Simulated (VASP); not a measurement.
# MnSbSe2I: magnetic orders

Wanted: the lowest of several collinear orders of MnSbSe2I. The start is a cell from a database of measured crystal structures.

Method: PBEsol, spin-polarised, from parallel moments; plane waves and PAW (I, Sb, Se, Mn_pv), in the first sound run; inputs show where later runs differ, in VASP 6.6.1.

### Step 1. Set-up

The structure is monoclinic, space group C2/m (No. 12). Conventional cell: a = 13.319 Å, b = 4.036 Å, c = 10.105 Å, α = 90.00°, β = 91.27°, γ = 90.00°. I has 2 Mn at 2.84 Å nearest. Nearest to Sb lie 5 Se at 2.60 to 3.15 Å. Nearest to Se lie 3 Sb at 2.60 to 3.15 Å and 2 Mn at 2.78 Å. Nearest to Se lie 2 Mn at 2.66 to 2.77 Å and 2 Sb at 2.73 Å. Mn has 2 Se at 2.77 Å and 4 I at 2.84 Å nearest. Nearest to Mn lie 6 Se at 2.66 to 2.78 Å. Farther neighbours and most contacts between anions are not listed.

Structure file:

```
I Sb Se Mn
1.0
     6.65950   -2.01795    0.00000
     6.65950    2.01795    0.00000
    -0.22397    0.00000   10.10252
I Sb Se Mn
2 2 4 2
Direct
  0.63664 0.63664 0.92290
  0.36336 0.36336 0.07710
  0.70615 0.70615 0.31524
  0.29385 0.29385 0.68476
  0.63890 0.63890 0.55477
  0.36110 0.36110 0.44523
  0.92558 0.92558 0.74199
  0.07442 0.07442 0.25801
  0.00000 0.00000 0.00000
  0.00000 0.00000 0.50000
```

### Step 2. Magnetic order, start order fm, signs ++

Each run starts from other signs of the moments at the same geometry and cutoff; gentle mixing helps it keep them. Any wave vector in a name is a fraction of the reciprocal vectors of the first cell as typed.

INCAR reads:

```
SYSTEM = MnSbSe2I
PREC = Normal
ENCUT = 350
EDIFF = 1E-06
NELM = 150
ISMEAR = 0
SIGMA = 0.05
LREAL = .FALSE.
ALGO = Normal
GGA = PS
NBANDS = 47
ISPIN = 2
MAGMOM = 0 0 0 0 0 0 0 0 4 4
LMAXMIX = 4
LORBIT = 11
LWAVE = .FALSE.
LCHARG = .TRUE.
KPAR = 2
AMIX = 0.2
BMIX = 1E-04
AMIX_MAG = 0.8
BMIX_MAG = 1E-04
```

POSCAR reads:

```
MnSbSe2I
1.0
    6.6595000000     -2.0179500000      0.0000000000
    6.6595000000      2.0179500000      0.0000000000
   -0.2239658708      0.0000000000     10.1025177203
I Sb Se Mn
2 2 4 2
Direct
    0.6366400000      0.6366400000      0.9229000000
    0.3633600000      0.3633600000      0.0771000000
    0.7061500000      0.7061500000      0.3152400000
    0.2938500000      0.2938500000      0.6847600000
    0.6389000000      0.6389000000      0.5547700000
    0.3611000000      0.3611000000      0.4452300000
    0.9255800000      0.9255800000      0.7419900000
    0.0744200000      0.0744200000      0.2580100000
    0.0000000000      0.0000000000      0.0000000000
    0.0000000000      0.0000000000      0.5000000000
```

KPOINTS reads:

```
Automatic mesh
0
Gamma
5 5 2
0 0 0
```

The projector-augmented-wave data sets are I, Sb, Se and Mn_pv (PBE family, release 64).

Run with:

```bash
$ mpirun -np 2 vasp_std
```

Output:

```text
[banner, memory and clock lines left out]
running    2 mpi-ranks, on    1 nodes
 distrk:  each k-point on    1 cores,    2 groups
 distr:  one band on    1 cores,    1 groups

 POSCAR found type information on POSCAR I SbSeMn
 POSCAR found :  4 types and      10 ions
|                                                                             |
|               ----> ADVICE to this user running VASP <----                  |
|                                                                             |
|     You enforced a specific xc type in the INCAR file but a different       |
|     [... a line on the potential file left out ...]
|     I HOPE YOU KNOW WHAT YOU ARE DOING!                                     |
|                                                                             |

 LDA part: xc-table for (Slater+PW92), standard interpolation
 POSCAR, INCAR and KPOINTS ok, starting setup
 FFT: planning ... GRIDC
 FFT: planning ... GRID_SOFT
 FFT: planning ... GRID
 WAVECAR not read
 entering main loop
       N       E                     dE             d eps       ncg     rms          rms(c)
DAV:   1     0.467383188183E+03    0.46738E+03   -0.27706E+04  3880   0.103E+03
DAV:   2    -0.499689748078E+01   -0.47238E+03   -0.45208E+03  3913   0.271E+02
DAV:   3    -0.513694222216E+02   -0.46373E+02   -0.45543E+02  4283   0.847E+01
DAV:   4    -0.528164054370E+02   -0.14470E+01   -0.14349E+01  4096   0.152E+01
DAV:   5    -0.528528050268E+02   -0.36400E-01   -0.36337E-01  4258   0.264E+00    0.158E+01
DAV:   6    -0.505937040001E+02    0.22591E+01   -0.15758E+01  4424   0.242E+01    0.149E+01
DAV:   7    -0.504869713668E+02    0.10673E+00   -0.14001E+00  4004   0.594E+00    0.105E+01
DAV:   8    -0.504025132732E+02    0.84458E-01   -0.46442E-01  4225   0.297E+00    0.674E+00
DAV:   9    -0.503763979133E+02    0.26115E-01   -0.15356E-01  3986   0.193E+00    0.305E+00
DAV:  10    -0.503734776214E+02    0.29203E-02   -0.50408E-02  4048   0.195E+00    0.743E-01
DAV:  11    -0.503722026767E+02    0.12749E-02   -0.84696E-03  4302   0.634E-01    0.438E-01
DAV:  12    -0.503715453204E+02    0.65736E-03   -0.36544E-03  4034   0.352E-01    0.267E-01
DAV:  13    -0.503714326059E+02    0.11271E-03   -0.82454E-04  4273   0.156E-01    0.155E-01
DAV:  14    -0.503714226842E+02    0.99216E-05   -0.22288E-04  4273   0.859E-02    0.698E-02
DAV:  15    -0.503714013555E+02    0.21329E-04   -0.10928E-04  4247   0.588E-02    0.383E-02
DAV:  16    -0.503714030664E+02   -0.17110E-05   -0.39669E-05  4097   0.316E-02    0.152E-02
DAV:  17    -0.503714019623E+02    0.11042E-05   -0.47883E-06  3964   0.191E-02    0.581E-03
DAV:  18    -0.503714016650E+02    0.29724E-06   -0.13804E-06  2169   0.478E-03
   1 F= -.50371402E+02 E0= -.50371402E+02  d E =-.367938E-12  mag=     9.9999
```

Wall time 2.6 min (2 MPI ranks of AMD EPYC 7R43, shared host); peak memory 0.7 GiB; 5.2 min of CPU time.

Lines that name or quote the potential files are left out of all logs, and their timing lines are given in words.

From OUTCAR (step 2):

```text
ion  position               nearest neighbor table
   1  0.637  0.637  0.923-   9 2.84   9 2.84
   2  0.363  0.363  0.077-   9 2.84   9 2.84
   3  0.706  0.706  0.315-   5 2.60   8 2.73   8 2.73   6 3.15   6 3.15
   4  0.294  0.294  0.685-   6 2.60   7 2.73   7 2.73   5 3.15   5 3.15
   5  0.639  0.639  0.555-   3 2.60  10 2.78  10 2.78   4 3.15   4 3.15
   6  0.361  0.361  0.445-   4 2.60  10 2.78  10 2.78   3 3.15   3 3.15
   7  0.926  0.926  0.742-  10 2.66   4 2.73   4 2.73   9 2.77
   8  0.074  0.074  0.258-  10 2.66   3 2.73   3 2.73   9 2.77
   9  0.000  0.000  0.000-   7 2.77   8 2.77   1 2.84   1 2.84   2 2.84   2 2.84
  10  0.000  0.000  0.500-   7 2.66   8 2.66   5 2.78   5 2.78   6 2.78   6 2.78

  LATTYP: Found a base centered monoclinic cell.
 ALAT       =    13.3190000000
 B/A-ratio  =     0.3030182446
 C/A-ratio  =     0.7586905924
 COS(beta)  =    -0.0221638665

 Subroutine GETGRP returns: Found  4 space group operations
 (whereof  4 operations were pure point group operations)

The static configuration has the point symmetry C_2h.

 Found     18 irreducible k-points:

   k-points           NKPTS =     18   k-points in BZ     NKDIM =     18   number of bands    NBANDS=     47

   dimension x,y,z NGX =    32 NGY =   32 NGZ =   48
   dimension x,y,z NGXF=    64 NGYF=   64 NGZF=   96

   ENCUT  =  350.0 eV  25.72 Ry    5.07 a.u.  10.61 10.61 15.41*2*pi/ulx,y,z

   NELECT =      74.0000    total number of electrons

 k-points in reciprocal lattice and weights: Automatic mesh
   0.00000000  0.00000000  0.00000000       0.020
   0.20000000  0.00000000 -0.00000000       0.080
   0.40000000  0.00000000  0.00000000       0.080
   0.20000000  0.20000000 -0.00000000       0.040
   0.40000000  0.20000000 -0.00000000       0.080
  -0.40000000  0.20000000 -0.00000000       0.080
  -0.20000000  0.20000000  0.00000000       0.040
   0.40000000  0.40000000  0.00000000       0.040
  -0.40000000  0.40000000  0.00000000       0.040
[...]
0.40000000  0.40000000  0.50000000       0.040
  -0.40000000  0.40000000  0.50000000       0.040

 average (electrostatic) potential at core
       1 -90.8149       2 -90.8149       3 -88.4418       4 -88.4418       5 -53.3510
       6 -53.3510       7 -53.5148       8 -53.5148       9 -69.8308      10 -69.8628

 E-fermi :   5.1070

 spin component 1
 k-point     1 :       0.0000    0.0000    0.0000
  band No.  band energies     occupation
    ...
     38       3.6136      1.00000
     39       3.7412      1.00000
     40       3.9226      1.00000
     41       4.4099      1.00000
     42       4.4105      1.00000
     43       5.6862      0.00000
     44       6.0391      0.00000
     45       6.8069      0.00000
     46       6.8267      0.00000
     47       7.7503      0.00000

 k-point     2 :       0.2000    0.0000   -0.0000
  band No.  band energies     occupation
    ...
     38       3.5673      1.00000
     39       4.0274      1.00000
     40       4.3973      1.00000
     41       4.5630      1.00000
     42       4.8549      1.00000
     43       6.2989      0.00000
     44       6.7263      0.00000
     45       6.7973      0.00000
     46       7.0372      0.00000
     47       7.1291      0.00000

 k-point     3 :       0.4000    0.0000    0.0000
  band No.  band energies     occupation
    ...
     38       3.0658      1.00000
     39       3.4207      1.00000
     40       4.1312      1.00000
     41       4.3009      1.00000
     42       4.7159      1.00000
     43       6.3911      0.00000
     44       6.8580      0.00000
     45       7.0206      0.00000
     46       7.1640      0.00000
     47       7.4862      0.00000

 k-point     4 :       0.2000    0.2000   -0.0000
  band No.  band energies     occupation
    ...
     38       3.6929      1.00000
     39       4.0978      1.00000
     40       4.1179      1.00000
     41       4.5653      1.00000
     42       4.5705      1.00000
     43       5.5173      0.00000
     44       6.1523      0.00000
     45       6.7043      0.00000
     46       6.8225      0.00000
     47       7.4479      0.00000

 k-point     5 :       0.4000    0.2000   -0.0000
  band No.  band energies     occupation
    ...
     38       3.4340      1.00000
     39       3.7169      1.00000
     40       4.1452      1.00000
     41       4.3564      1.00000
     42       4.8525      1.00000
     43       6.2727      0.00000
     44       6.6856      0.00000
     45       6.9006      0.00000
     46       7.0222      0.00000
     47       7.4589      0.00000

 k-point     6 :      -0.4000    0.2000   -0.0000
  band No.  band energies     occupation
    ...
     38       2.9439      1.00000
     39       3.3595      1.00000
     40       3.8073      1.00000
     41       4.1368      1.00000
     42       4.6408      1.00000
     43       6.6658      0.00000
     44       6.8924      0.00000
     45       7.0776      0.00000
     46       7.3231      0.00000
     47       7.3827      0.00000

  Total       -2.4286290     -2.6089945     -2.1136294      0.0000000      0.0000000     -0.3360301
  in kB      -14.3304594    -15.3947308    -12.4717612      0.0000000      0.0000000     -1.9827917
  external PRESSURE =     -14.0656505 kB  Pullay stress =       0.0000000 kB

  energy-cutoff  :      350.00
  volume of cell :      271.53
      direct lattice vectors                 reciprocal lattice vectors
     6.659500000 -2.017950000  0.000000000     0.075080712 -0.247776209  0.001664488
     6.659500000  2.017950000  0.000000000     0.075080712  0.247776209  0.001664488
    -0.223965871  0.000000000 10.102517720     0.000000000  0.000000000  0.098985226

 POSITION                                       TOTAL-FORCE (eV/Angst)
 -----------------------------------------------------------------------------------
      8.27271      0.00000      9.32361        -0.235304     -0.000000      0.089073
      4.82232      0.00000      0.77890         0.235304     -0.000000     -0.089073
      9.33461      0.00000      3.18472         0.353985     -0.000000     -0.070348
      3.76043      0.00000      6.91780        -0.353985     -0.000000      0.070348
      8.38526      0.00000      5.60457        -0.261069     -0.000000      0.199071
      4.70977      0.00000      4.49794         0.261069     -0.000000     -0.199071
     12.16162      0.00000      7.49597         0.301790     -0.000000      0.016083
      0.93341      0.00000      2.60655        -0.301790     -0.000000     -0.016083
      0.00000      0.00000      0.00000         0.000000     -0.000000      0.000000
     -0.11198      0.00000      5.05126         0.000000      0.000000      0.000000
 -----------------------------------------------------------------------------------
    total drift:                               -0.000000     -0.000000      0.000000

  FREE ENERGIE OF THE ION-ELECTRON SYSTEM (eV)
  ---------------------------------------------------
  free  energy   TOTEN  =       -50.3714016650 eV

  energy  without entropy=      -50.3714016650  energy(sigma->0) =      -50.37140167

 total charge
# of ion       s       p       d       tot
------------------------------------------
    1        1.510   2.764   0.019   4.293
    2        1.510   2.764   0.019   4.293
    3        1.288   0.950   0.057   2.295
    4        1.288   0.950   0.057   2.295
    5        1.475   2.305   0.030   3.810
    6        1.475   2.305   0.030   3.810
    7        1.473   2.314   0.030   3.817
    8        1.473   2.314   0.030   3.817
    9        0.220   6.158   4.916  11.294
   10        0.228   6.159   4.904  11.291
--------------------------------------------------
tot         11.940  28.982  10.093  51.015

 magnetization (x)
# of ion       s       p       d       tot
------------------------------------------
    1        0.007   0.064   0.005   0.076
    2        0.007   0.064   0.005   0.076
    3        0.004   0.043   0.003   0.050
    4        0.004   0.043   0.003   0.050
    5        0.010   0.035   0.005   0.050
    6        0.010   0.035   0.005   0.050
    7        0.011   0.027   0.006   0.043
    8        0.011   0.027   0.006   0.043
    9        0.037   0.030   4.234   4.301
   10        0.039   0.032   4.214   4.285
--------------------------------------------------
tot          0.142   0.399   8.485   9.027

[... 6 further parts left out ...]
```

The magnetic state follows from one typed start and may not be the lowest. The gap is read on the k-mesh alone, so it is an upper bound where the band edges lie off the mesh. LASPH is off, so gradient terms of the non-spherical density inside the spheres are left out; for open d or f shells this can shift gaps and moments. The PAW data sets were made with PBE, which is usual practice but a small mismatch for other functionals.

A gap read on the k-mesh alone can miss the band edges.

Numbers from this step:

```yaml
electronic_cycles: 18
electrons: 74
free_energy_toten: -50.3714 eV
fermi_energy: 5.107 eV
moment_of_the_cell_from_the_last_line_of_the_log: 10.000 μB
labelled_metallic_from_the_levels_on_this_mesh: no
gap_on_the_k_mesh: 0.4795 eV
least_direct_gap_on_the_k_mesh: 0.4795 eV
```

Spin moment in the PAW sphere by atom:

```csv
atom,spin moment in the PAW sphere (μB)
I1,0.08
I2,0.08
Sb3,0.05
Sb4,0.05
Se5,0.05
Se6,0.05
Se7,0.04
Se8,0.04
Mn9,4.30
Mn10,4.29
```

Force by atom:

```
atom  x (eV/Å)  y (eV/Å)  z (eV/Å)   size
  I1    -0.235     0.000     0.089  0.252
  I2     0.235     0.000    -0.089  0.252
 Sb3     0.354     0.000    -0.070  0.361
 Sb4    -0.354     0.000     0.070  0.361
 Se5    -0.261     0.000     0.199  0.328
 Se6     0.261     0.000    -0.199  0.328
 Se7     0.302     0.000     0.016  0.302
 Se8    -0.302     0.000    -0.016  0.302
 Mn9     0.000     0.000     0.000  0.000
Mn10     0.000     0.000     0.000  0.000
```

Spin density in the ac plane of the conventional cell at fractional y = 0.000, with atoms of I and Sb and Se and Mn within 0.2 Å of it.

Values in e/Å³, 13 rows by 16 columns, each cell a mean:
```
1.7 0.1 0.0 0.0 0.0 0.0 0.0 0.0 0.0 0.0 0.0 0.0 0.0 0.0 0.0 1.2
0.1 0.0 0.0 0.0 0.0 0.0 0.0 0.0 0.0 0.0 0.0 0.0 0.0 0.0 0.0 0.0
0.0 0.0 0.0 0.0 0.0 0.0 0.0 0.0 0.0 0.0 0.0 0.0 0.0 0.0 0.0 0.0
0.0 0.0 0.0 0.0 0.0 0.0 0.0 0.0 0.0 0.0 0.0 0.0 0.0 0.0 0.0 0.0
0.0 0.0 0.0 0.0 0.0 0.0 0.0 0.0 0.0 0.0 0.0 0.0 0.0 0.0 0.0 0.0
0.8 0.1 0.0 0.0 0.0 0.0 0.0 0.0 0.0 0.0 0.0 0.0 0.0 0.0 0.0 0.5
3.3 0.1 0.0 0.0 0.0 0.0 0.0 0.0 0.0 0.0 0.0 0.0 0.0 0.0 0.1 2.2
0.3 0.0 0.0 0.0 0.0 0.0 0.0 0.0 0.0 0.0 0.0 0.0 0.0 0.0 0.0 0.3
0.0 0.0 0.0 0.0 0.0 0.0 0.0 0.0 0.0 0.0 0.0 0.0 0.0 0.0 0.0 0.0
0.0 0.0 0.0 0.0 0.0 0.0 0.0 0.0 0.0 0.0 0.0 0.0 0.0 0.0 0.0 0.0
0.0 0.0 0.0 0.0 0.0 0.0 0.0 0.0 0.0 0.0 0.0 0.0 0.0 0.0 0.0 0.0
0.1 0.0 0.0 0.0 0.0 0.0 0.0 0.0 0.0 0.0 0.0 0.0 0.0 0.0 0.0 0.1
2.6 0.1 0.0 0.0 0.0 0.0 0.0 0.0 0.0 0.0 0.0 0.0 0.0 0.0 0.0 1.8
```
Columns run along a (13.3 Å), rows up along c (10.1 Å), edges of the conventional cell, whose origin can differ from the input's. Atoms in or near the plane, at fractional coordinates: I at (0.64, 0.92), I at (0.36, 0.08), Sb at (0.71, 0.32), Sb at (0.29, 0.68), Se at (0.64, 0.55), Se at (0.36, 0.45), Se at (0.93, 0.74), Se at (0.07, 0.26), Mn at (0.00, 0.00), Mn at (0.00, 0.50).

Valence density in the ac plane of the conventional cell at fractional y = 0.000, with atoms of I and Sb and Se and Mn within 0.2 Å of it. It is the smooth field of the valence electrons, not physical close to the nuclei.

Ten steps, logarithmic in the rise over the least value, from '0' (0 e/Å³) to '9' (15 e/Å³), each cell a mean:
```
97433333333344443333344434443333333369
65333333333333333333344203443333333345
33333333333333333333344334443333333333
33333333333333333333334444433333334443
33333333333333333333333343333333344444
43333333334433333333333333333333444344
43333333343333333333333333333333444344
33333333332133333333333333333333344444
33333333333333333333333444433333334443
43333333333444333333334444443333333334
76433333333444433333344424443333333357
98533333333444444333344444443333333479
97433333333443344333334444433333333369
65333333333443344333333344433333333345
33333333333444444333333334333333333333
34444333333344433333333333323333333333
44444433333333333333333333223433333333
44334433333333333333333333334333333333
44444433333333333333333333333333333333
34444333333344443333333333333333333333
33333333333444444333333333333333333333
43333333333442244333333333333333333333
76433333333442244333333333333333333357
98533333333444444333334444433333333479
```
Columns run along a (13.3 Å), rows up along c (10.1 Å), edges of the conventional cell, whose origin can differ from the input's. Atoms in or near the plane, at fractional coordinates: I at (0.64, 0.92), I at (0.36, 0.08), Sb at (0.71, 0.32), Sb at (0.29, 0.68), Se at (0.64, 0.55), Se at (0.36, 0.45), Se at (0.93, 0.74), Se at (0.07, 0.26), Mn at (0.00, 0.00), Mn at (0.00, 0.50).

The largest moment at the end is 4.30 μB, and the moments of the cell sum to 10.00 μB.

[end of part 1 of 2]

[Lines on the potential files, build, host, timing and source positions are cut from VASP's logs without a mark.]

[Logs are printed without paths, hosts, clocks, repeated set-up lines and the standing remarks that a program may print on its own settings, such as how far it seeks lower states.]

[Hosts, paths, dates, database ids (printed as entryN), source tags and the programs' standing remarks are cut or masked in the printed files.]

[In band tables of VASP the shares of atoms and orbitals are scaled to a sum of 1 inside the atoms' spheres.]

[Runs that stopped without an error message from VASP are left out.]
